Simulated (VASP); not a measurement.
VASP ran on this input.

INCAR:
```
ALGO = Normal
EDIFF = 1E-6
EDIFFG = -0.02
ENCUT = 500
GGA = PS
IBRION = 2
ISIF = 3
ISMEAR = 0
LASPH = .True.
LCHARG = .False.
LMAXMIX = 4
LREAL = .False.
LWAVE = .False.
NELM = 100
NSW = 40
PREC = Accurate
PSTRESS = 50
SIGMA = 0.05
SYSTEM = MoS2
```

File POSCAR:
```
MoS2
1
    1.5505545808    -2.6856389078     0.0000000000
    1.5505545808     2.6856389078    -0.0000000000
   -0.0000000000     0.0000000000    11.6206134664
Mo S
2 4
Direct
  0.3333330000   0.6666670000   0.2500000000
  0.6666670000   0.3333330000   0.7500000000
  0.3333330000   0.6666670000   0.8846098596
  0.6666670000   0.3333330000   0.3846098596
  0.6666670000   0.3333330000   0.1153901404
  0.3333330000   0.6666670000   0.6153901404
```

File KPOINTS:
```
Automatic mesh
0
Gamma
8 8 2
0 0 0
```

POTCAR, in this order: Mo_sv S (PBE.64 set). Program: vasp_std.

### Question
Write an equivalent input for Quantum ESPRESSO's pw.x.

### Answer
One equivalent input (not run):
```
&CONTROL
  calculation = 'vc-relax'
  pseudo_dir = './pseudo'
  outdir = './out'
  tprnfor = .true.
  tstress = .true.
  nstep = 40
  forc_conv_thr = 0.00078
/
&SYSTEM
  ibrav = 0
  nat = 6
  ntyp = 2
  ecutwfc = 80
  occupations = 'smearing'
  smearing = 'gaussian'
  degauss = 0.003675
  input_dft = 'pbesol'
/
&ELECTRONS
  conv_thr = 7.3e-08
  electron_maxstep = 100
/
&IONS
/
&CELL
  press = 50
/
ATOMIC_SPECIES
  Mo 95.950 Mo.upf
  S 32.060 S.upf
CELL_PARAMETERS angstrom
     1.5505546   -2.6856389    0.0000000
     1.5505546    2.6856389   -0.0000000
    -0.0000000    0.0000000   11.6206135
ATOMIC_POSITIONS crystal
  Mo   0.3333330  0.6666670  0.2500000
  Mo   0.6666670  0.3333330  0.7500000
  S    0.3333330  0.6666670  0.8846099
  S    0.6666670  0.3333330  0.3846099
  S    0.6666670  0.3333330  0.1153901
  S    0.3333330  0.6666670  0.6153901
K_POINTS automatic
  8 8 2 0 0 0
```
The two are equivalent in intent, not identical: the potentials are each code's own (VASP's PAW set, PseudoDojo norm-conserving files in pw.x), so ENCUT and ecutwfc are chosen apart and not converted; conv_thr bounds pw.x's estimated SCF error, while EDIFF bounds the energy change between steps; forc_conv_thr acts on force components and is met together with etot_conv_thr.

The compound is MoS2 in the 2H layered structure. This run relaxes it under an external pressure of 5 GPa. Symmetry was kept, so distortions that lower it aren't found.
